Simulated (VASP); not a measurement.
Energy against volume of PbSe (rock salt). Computed with PBE GGA with D3 dispersion (zero damping), VASP's PBE PAW potentials (set 64) (plane waves; VASP). Numerical set-up: 520 eV cut-off, 7×7×7 Γ-centred mesh, Gaussian smearing of 0.050 eV, potentials Pb_d Se.

| V (Å³/atom) | E (eV/atom) |
|---|---|
| 27.601 | -4.31380 |
| 28.482 | -4.32749 |
| 29.362 | -4.33191 |
| 30.243 | -4.32852 |

Q: Fit these four points and predict the energy of the run at 31.124 Å³/atom.

A: A cubic in V^(−2/3), the third-order Birch-Murnaghan form, passes through the four points with V0 = 29.40 Å³/atom and B0 = 47 GPa, and gives -4.3185 eV/atom there. The run gave -4.3190 eV/atom, -0.5 meV/atom from the fit; all five points give B0 = 46 GPa.

The compound is PbSe in the rock salt structure. It was relaxed first.
